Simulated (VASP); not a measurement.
Output of a VASP run:

**OSZICAR**
```
       N       E                     dE             d eps       ncg     rms          rms(c)
DAV:   1     0.198317223864E+03    0.19832E+03   -0.15878E+04   696   0.155E+03
DAV:   2    -0.417672419368E+01   -0.20249E+03   -0.19679E+03   784   0.378E+02
DAV:   3    -0.124579428919E+02   -0.82812E+01   -0.82664E+01   717   0.865E+01
DAV:   4    -0.124979207006E+02   -0.39978E-01   -0.39973E-01   778   0.607E+00
DAV:   5    -0.124980690264E+02   -0.14833E-03   -0.14832E-03   743   0.323E-01    0.916E+00
DAV:   6    -0.110046779701E+02    0.14934E+01   -0.44127E+00   871   0.430E+01    0.694E+00
DAV:   7    -0.110387046277E+02   -0.34027E-01   -0.82329E-01   683   0.914E+00    0.407E+00
DAV:   8    -0.110292424353E+02    0.94622E-02   -0.19635E-01   744   0.432E+00    0.788E-01
DAV:   9    -0.110177281564E+02    0.11514E-01   -0.46975E-02   818   0.260E+00    0.120E-01
DAV:  10    -0.110183058765E+02   -0.57772E-03   -0.41104E-03   700   0.747E-01    0.120E-01
DAV:  11    -0.110184507435E+02   -0.14487E-03   -0.25273E-04   721   0.200E-01    0.613E-02
DAV:  12    -0.110184784619E+02   -0.27718E-04   -0.20047E-04   699   0.127E-01    0.170E-02
DAV:  13    -0.110184824967E+02   -0.40348E-05   -0.96012E-06   758   0.309E-02    0.289E-03
DAV:  14    -0.110184829447E+02   -0.44800E-06   -0.10017E-06   701   0.824E-03    0.243E-03
DAV:  15    -0.110184829320E+02    0.12696E-07   -0.20027E-07   550   0.419E-03
   1 F= -.11018483E+02 E0= -.11018483E+02  d E =-.203276E-20
```

### OUTCAR
```
------------------------ aborting loop because EDIFF is reached ----------------------------------------
  FORCE on cell =-STRESS in cart. coord.  units (eV):
  Direction    XX          YY          ZZ          XY          YZ          ZX
  --------------------------------------------------------------------------------------
  Total       -0.7118626     -0.7118626     -0.7118626     -0.0000000     -0.0000000     -0.0000000
  in kB      -27.8604518    -27.8604518    -27.8604518     -0.0000000     -0.0000000     -0.0000000
  external PRESSURE =     -27.8604518 kB  Pullay stress =       0.0000000 kB
  volume of cell :       40.94
      direct lattice vectors                 reciprocal lattice vectors
     0.000000000  2.735454719  2.735454719    -0.182784967  0.182784967  0.182784967
     2.735454719  0.000000000  2.735454719     0.182784967 -0.182784967  0.182784967
     2.735454719  2.735454719  0.000000000     0.182784967  0.182784967 -0.182784967
 POSITION                                       TOTAL-FORCE (eV/Angst)
 -----------------------------------------------------------------------------------
      0.00000      0.00000      0.00000        -0.000000      0.000000     -0.000000
      1.36773      1.36773      1.36773        -0.000000     -0.000000     -0.000000
      4.10318      4.10318      4.10318         0.000000      0.000000      0.000000
 -----------------------------------------------------------------------------------
    total drift:                                0.000000     -0.000000      0.000000
  FREE ENERGIE OF THE ION-ELECTRON SYSTEM (eV)
  ---------------------------------------------------
  free  energy   TOTEN  =       -11.0184829320 eV

  energy  without entropy=      -11.0184829320  energy(sigma->0) =      -11.01848293
```
(Selected blocks of OUTCAR.)

File POSCAR:
```
CdF2
1
    0.0000000000     2.7354547186     2.7354547186
    2.7354547186     0.0000000000     2.7354547186
    2.7354547186     2.7354547186     0.0000000000
Cd F
1 2
Direct
  1.0000000000   1.0000000000   1.0000000000
  0.2500000000   0.2500000000   0.2500000000
  0.7500000000   0.7500000000   0.7500000000
```

Task: Write an INCAR and KPOINTS that could have produced this output.

Result: Several could match; the one computed here: the input of the run itself, AM05 GGA, plane waves, VASP's PBE PAW potentials (set 64).

KPOINTS:
```
Automatic mesh
0
Gamma
7 7 7
0 0 0
```

### INCAR
```
ALGO = Normal
EDIFF = 1E-7
ENCUT = 520
GGA = AM
ISIF = 2
ISMEAR = 0
LASPH = T
LCHARG = F
LMAXMIX = 4
LREAL = F
LWAVE = F
NELM = 100
PREC = Accurate
SIGMA = 0.05
SYSTEM = CdF2
```

POTCAR, in this order: Cd F (PBE.64 set). Program: vasp_std.

The compound is CdF2 in the fluorite structure. This cell is one point of a volume scan, at 1.03 of the reference volume.
